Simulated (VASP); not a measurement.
Output of a VASP run:

File OSZICAR:
```
       N       E                     dE             d eps       ncg     rms          rms(c)
DAV:   1     0.543945115011E+03    0.54395E+03   -0.28284E+04  1588   0.198E+03
DAV:   2     0.488660365189E+02   -0.49508E+03   -0.48429E+03  1684   0.497E+02
DAV:   3    -0.315832302587E+02   -0.80449E+02   -0.78817E+02  1786   0.156E+02
DAV:   4    -0.361637568736E+02   -0.45805E+01   -0.45499E+01  1897   0.379E+01
DAV:   5    -0.363121855014E+02   -0.14843E+00   -0.14817E+00  2122   0.657E+00    0.733E+00
DAV:   6    -0.356910327026E+02    0.62115E+00   -0.11972E+00  2192   0.117E+01    0.450E+00
DAV:   7    -0.355746668128E+02    0.11637E+00   -0.55152E-01  1800   0.339E+00    0.132E+00
DAV:   8    -0.355685822215E+02    0.60846E-02   -0.10307E-01  2042   0.303E+00    0.301E-01
DAV:   9    -0.355692156102E+02   -0.63339E-03   -0.12969E-02  2032   0.122E+00    0.115E-01
DAV:  10    -0.355693010485E+02   -0.85438E-04   -0.18597E-03  1781   0.356E-01    0.559E-02
DAV:  11    -0.355694656936E+02   -0.16465E-03   -0.40854E-04  2173   0.968E-02    0.234E-02
DAV:  12    -0.355694799480E+02   -0.14254E-04   -0.32289E-05  1831   0.373E-02    0.143E-02
DAV:  13    -0.355694824181E+02   -0.24701E-05   -0.84241E-06  1706   0.227E-02    0.412E-03
DAV:  14    -0.355694825522E+02   -0.13411E-06   -0.93410E-07  1701   0.499E-03    0.149E-03
DAV:  15    -0.355694826515E+02   -0.99310E-07   -0.38476E-07  1440   0.408E-03
   1 F= -.35569483E+02 E0= -.35569483E+02  d E =0.000000E+00
```

File OUTCAR:
```
------------------------ aborting loop because EDIFF is reached ----------------------------------------
  FORCE on cell =-STRESS in cart. coord.  units (eV):
  Direction    XX          YY          ZZ          XY          YZ          ZX
  --------------------------------------------------------------------------------------
  Total        0.0690611      0.0690611      0.2300517     -0.0000000      0.0000000      0.0000000
  in kB        0.5767817      0.5767817      1.9213368     -0.0000000      0.0000000      0.0000000
  external PRESSURE =       1.0249667 kB  Pullay stress =       0.0000000 kB
  volume of cell :      191.84
      direct lattice vectors                 reciprocal lattice vectors
     5.760701229  0.000000000  0.000000000     0.173589978  0.000000000  0.000000000
     0.000000000  5.760701229  0.000000000     0.000000000  0.173589978  0.000000000
     0.000000000  0.000000000  5.780719580     0.000000000  0.000000000  0.172988844
 POSITION                                       TOTAL-FORCE (eV/Angst)
 -----------------------------------------------------------------------------------
      0.00000      0.00000      5.62706        -0.000000     -0.000000     -0.013083
      2.88035      2.88035      5.62706        -0.000000     -0.000000     -0.013083
      2.88035      0.00000      3.04402         0.000000      0.000000      0.013083
      0.00000      2.88035      3.04402         0.000000      0.000000      0.013083
      1.44018      1.44018      1.44518         0.000000      0.000000     -0.000000
      4.32053      4.32053      1.44518         0.000000      0.000000     -0.000000
      4.32053      1.44018      4.33554         0.000000      0.000000     -0.000000
      1.44018      4.32053      4.33554         0.000000      0.000000     -0.000000
 -----------------------------------------------------------------------------------
    total drift:                               -0.000000      0.000000     -0.000000
  FREE ENERGIE OF THE ION-ELECTRON SYSTEM (eV)
  ---------------------------------------------------
  free  energy   TOTEN  =       -35.5694826515 eV

  energy  without entropy=      -35.5694826515  energy(sigma->0) =      -35.56948265

 total charge

# of ion       s       p       d       tot
------------------------------------------
    1        0.885   0.808   9.985  11.679
    2        0.885   0.808   9.985  11.679
    3        0.885   0.808   9.985  11.679
    4        0.885   0.808   9.985  11.679
    5        1.123   1.401   0.030   2.554
    6        1.123   1.401   0.030   2.554
    7        1.027   1.451   0.000   2.478
    8        1.027   1.451   0.000   2.478
--------------------------------------------------
tot          7.839   8.937  40.002  56.778

 Electric field gradients after diagonalization (V/A^2)
 (convention: |V_zz| > |V_xx| > |V_yy|)
----------------------------------------------------------------------
 ion       V_xx      V_yy      V_zz     asymmetry (V_yy - V_xx)/ V_zz
----------------------------------------------------------------------
   1       5.275     4.842   -10.116       0.043
   2       5.275     4.842   -10.116       0.043
   3       5.275     4.842   -10.116       0.043
   4       5.275     4.842   -10.116       0.043
   5     -22.545   -22.545    45.091       0.000
   6     -22.545   -22.545    45.091       0.000
   7       7.017     7.017   -14.034       0.000
   8       7.017     7.017   -14.034       0.000
```
(Selected blocks of OUTCAR.)

**POSCAR**
```
Ga4P2Sb2
1
    5.7607012287     0.0000000000     0.0000000000
    0.0000000000     5.7607012287     0.0000000000
    0.0000000000     0.0000000000     5.7807195797
Ga Sb P
4 2 2
Direct
  0.0000000000   1.0000000000   0.9734183091
  0.5000000000   0.5000000000   0.9734183091
  0.5000000000   0.0000000000   0.5265816909
  1.0000000000   0.5000000000   0.5265816909
  0.2500000000   0.2500000000   0.2500000000
  0.7500000000   0.7500000000   0.2500000000
  0.7500000000   0.2500000000   0.7500000000
  0.2500000000   0.7500000000   0.7500000000
```

### Question
Reconstruct the remaining input files.

### Answer
One answer among several that fit: the input of the run itself, PBEsol GGA, plane waves, VASP's PBE PAW potentials (set 64).

File KPOINTS:
```
Regular mesh
0
Gamma
  5 5 5
0 0 0
```

### INCAR
```
# general
SYSTEM   =  Ga4P2Sb2
PREC     =  Accurate
ENCUT    =  400   # plane-wave cut-off (eV)
LREAL    =  .FALSE.
LASPH    =  .TRUE.   # aspherical one-centre terms

# electronic loop
EDIFF    =  1E-7   # SCF stop (eV)
NELM     =  100   # most electronic steps
ALGO     =  Normal
LMAXMIX  =  4   # l cut-off of mixed one-centre charges

# smearing
ISMEAR   =  -5   # tetrahedra, Bloechl

# functional
GGA      =  PS   # PBEsol

# ions
ISIF     =  2   # forces and stress, cell fixed

# output
LWAVE    =  .FALSE.
LCHARG   =  .TRUE.
LORBIT   =  11
NEDOS    =  601   # DOS grid

# other
LEFG     =  .TRUE.
```

POTCAR, in this order: Ga_d Sb P (PBE.64 set). Program: vasp_std.

The structure was generated: Ga4P2Sb2 was put into an ordered model structure (P-4m2), which need not be its known phase. It was relaxed first.
